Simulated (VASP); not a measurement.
Calculation: r2SCAN meta-GGA, VASP's PBE PAW potentials (set 64) (plane waves; VASP).

A VASP calculation is set up with these files.

File KPOINTS:
```
Automatic mesh
0
gamma
  12 12 12
```

**POSCAR**
```
RuAl
1
    3.0263563756     0.0000000000     0.0000000000
    0.0000000000     3.0263563756     0.0000000000
    0.0000000000     0.0000000000     3.0263563756
Al Ru
1 1
Direct
  0.5000000000   0.5000000000   0.5000000000
  0.0000000000   0.0000000000   0.0000000000
```

INCAR:
```
! general
SYSTEM  = RuAl
PREC    = Accurate
ENCUT   = 480
LREAL   = .False.
LASPH   = .True.

! electronic loop
EDIFF   = 1E-7
NELM    = 100
ALGO    = Normal
LMAXMIX = 4
LMIXTAU = .True.

! smearing
ISMEAR  = 1
SIGMA   = 0.1

! functional
METAGGA = R2SCAN

! ions
ISIF    = 2

! output
LWAVE   = .False.
LCHARG  = .False.
```

POTCAR, in this order: Al Ru_pv (PBE.64 set). Program: vasp_std.

The run wrote:

**OUTCAR**
```
 ion  position               nearest neighbor table
   1  0.500  0.500  0.500-   2 2.62   2 2.62   2 2.62   2 2.62   2 2.62   2 2.62   2 2.62   2 2.62
  LATTYP: Found a simple cubic cell.
 ALAT       =     3.0263563756
 Subroutine PRICEL returns:
 Original cell was already a primitive cell.
 Subroutine GETGRP returns: Found 48 space group operations
The static configuration has the point symmetry O_h .
The dynamic configuration has the point symmetry O_h .
 Subroutine INISYM returns: Found 48 space group operations
 Subroutine IBZKPT returns following result:
 Found     84 irreducible k-points:

 Following reciprocal coordinates:
            Coordinates               Weight
  0.000000  0.000000  0.000000      1.000000
  0.083333  0.000000  0.000000      6.000000
  0.166667  0.000000  0.000000      6.000000
  0.250000  0.000000  0.000000      6.000000
  0.333333  0.000000  0.000000      6.000000
  0.416667  0.000000  0.000000      6.000000
  0.500000  0.000000  0.000000      3.000000
  0.083333  0.083333  0.000000     12.000000
  0.166667  0.083333  0.000000     24.000000
  0.250000  0.083333  0.000000     24.000000
  0.333333  0.083333  0.000000     24.000000
  0.416667  0.083333  0.000000     24.000000
  0.500000  0.083333  0.000000     12.000000
  0.166667  0.166667  0.000000     12.000000
  0.250000  0.166667  0.000000     24.000000
  0.333333  0.166667  0.000000     24.000000
  0.416667  0.166667  0.000000     24.000000
  0.500000  0.166667  0.000000     12.000000
  0.250000  0.250000  0.000000     12.000000
  0.333333  0.250000  0.000000     24.000000
  0.416667  0.250000  0.000000     24.000000
  0.500000  0.250000  0.000000     12.000000
  0.333333  0.333333  0.000000     12.000000
  0.416667  0.333333  0.000000     24.000000
  0.500000  0.333333  0.000000     12.000000
...
```

File OSZICAR:
```
       N       E                     dE             d eps       ncg     rms          rms(c)
DAV:   1     0.891156232254E+02    0.89116E+02   -0.92837E+03  2040   0.128E+03
DAV:   2    -0.363507623507E+02   -0.12547E+03   -0.12073E+03  2200   0.347E+02
DAV:   3    -0.388372000064E+02   -0.24864E+01   -0.24295E+01  2468   0.498E+01
DAV:   4    -0.388661055591E+02   -0.28906E-01   -0.28890E-01  2408   0.522E+00
DAV:   5    -0.388669239070E+02   -0.81835E-03   -0.81829E-03  2772   0.708E-01    0.144E+01
DAV:   6    -0.336320258426E+02    0.52349E+01   -0.77167E+00  2128   0.366E+01    0.395E+00
DAV:   7    -0.335520457056E+02    0.79980E-01   -0.89433E-01  2136   0.113E+01    0.185E+00
DAV:   8    -0.335774571932E+02   -0.25411E-01   -0.28394E-02  2096   0.201E+00    0.873E-01
DAV:   9    -0.335830734094E+02   -0.56162E-02   -0.31697E-02  2080   0.213E+00    0.459E-01
DAV:  10    -0.335810593767E+02    0.20140E-02   -0.36031E-03  2252   0.772E-01    0.173E-01
DAV:  11    -0.335811459962E+02   -0.86619E-04   -0.63105E-04  2336   0.291E-01    0.242E-02
DAV:  12    -0.335810009763E+02    0.14502E-03   -0.82672E-05  2168   0.109E-01    0.133E-02
DAV:  13    -0.335809777811E+02    0.23195E-04   -0.11613E-05  2444   0.429E-02    0.192E-03
DAV:  14    -0.335809781244E+02   -0.34327E-06   -0.76168E-07  2276   0.992E-03    0.184E-03
DAV:  15    -0.335809777158E+02    0.40861E-06   -0.15783E-07  1728   0.527E-03    0.986E-04
DAV:  16    -0.335809777262E+02   -0.10441E-07   -0.39222E-08  1164   0.226E-03
   1 F= -.33580978E+02 E0= -.33580948E+02  d E =-.881072E-04
```

**OUTCAR**
```
------------------------ aborting loop because EDIFF is reached ----------------------------------------
  FORCE on cell =-STRESS in cart. coord.  units (eV):
  Direction    XX          YY          ZZ          XY          YZ          ZX
  --------------------------------------------------------------------------------------
  Total       -1.5432376     -1.5432376     -1.5432376     -0.0000000      0.0000000     -0.0000000
  in kB      -89.2037604    -89.2037604    -89.2037604     -0.0000000      0.0000000     -0.0000000
  external PRESSURE =     -89.2037604 kB  Pullay stress =       0.0000000 kB
  volume of cell :       27.72
      direct lattice vectors                 reciprocal lattice vectors
     3.026356376  0.000000000  0.000000000     0.330430351  0.000000000  0.000000000
     0.000000000  3.026356376  0.000000000     0.000000000  0.330430351  0.000000000
     0.000000000  0.000000000  3.026356376     0.000000000  0.000000000  0.330430351
 POSITION                                       TOTAL-FORCE (eV/Angst)
 -----------------------------------------------------------------------------------
      1.51318      1.51318      1.51318         0.000000      0.000000      0.000000
      0.00000      0.00000      0.00000         0.000000      0.000000      0.000000
 -----------------------------------------------------------------------------------
    total drift:                               -0.000000      0.000000      0.000000
  FREE ENERGIE OF THE ION-ELECTRON SYSTEM (eV)
  ---------------------------------------------------
  free  energy   TOTEN  =       -33.5809777262 eV

  energy  without entropy=      -33.5808896190  energy(sigma->0) =      -33.58094836
```
(Selected blocks of OUTCAR.)

### OUTCAR
```
 val. band max:       10.0540384100   @ k =   0.0833   0.0833   0.0000

 cond. band min:      10.0733088344   @ k =   0.4167   0.3333   0.1667


 Fermi energy:        10.0662672942

 k-point     1 :       0.0000    0.0000    0.0000
  band No.  band energies     occupation
      1     -32.9841      2.00000
      2     -32.9841      2.00000
      3     -32.9841      2.00000
      4       0.1195      2.00000
      5       6.5960      2.00000
      6       6.5960      2.00000
      7      10.2446     -0.03017
      8      10.2446     -0.03017
      9      10.2446     -0.03017
     10      16.4247      0.00000
     11      16.4247      0.00000
     12      16.4247      0.00000

 k-point     2 :       0.0833    0.0000    0.0000
  band No.  band energies     occupation
      1     -32.9979      2.00000
      2     -32.9829      2.00000
      3     -32.9829      2.00000
      4       0.2566      2.00000
      5       6.6359      2.00000
      6       6.6448      2.00000
      7      10.0817      0.74259
      8      10.0817      0.74259
      9      10.2606     -0.01910
     10      15.7563      0.00000
     11      16.6936      0.00000
     12      16.6936      0.00000

 k-point     3 :       0.1667    0.0000    0.0000
  band No.  band energies     occupation
      1     -33.0354      2.00000
      2     -32.9797      2.00000
      3     -32.9797      2.00000
      4       0.6598      2.00000
      5       6.7009      2.00000
      6       6.7823      2.00000
      7       9.6851      2.00000
      8       9.6851      2.00000
      9      10.3048     -0.00381
     10      14.4683      0.00000
     11      17.4090      0.00000
     12      17.4090      0.00000

 k-point     4 :       0.2500    0.0000    0.0000
  band No.  band energies     occupation
      1     -33.0863      2.00000
      2     -32.9753      2.00000
      3     -32.9753      2.00000
      4       1.3059      2.00000
      5       6.6233      2.00000
      6       6.9817      2.00000
...
```

The compound is RuAl in the CsCl type structure. This cell was strained or had an atom moved on purpose. The electron count is odd and the run is not spin-polarised, which forces a metal.
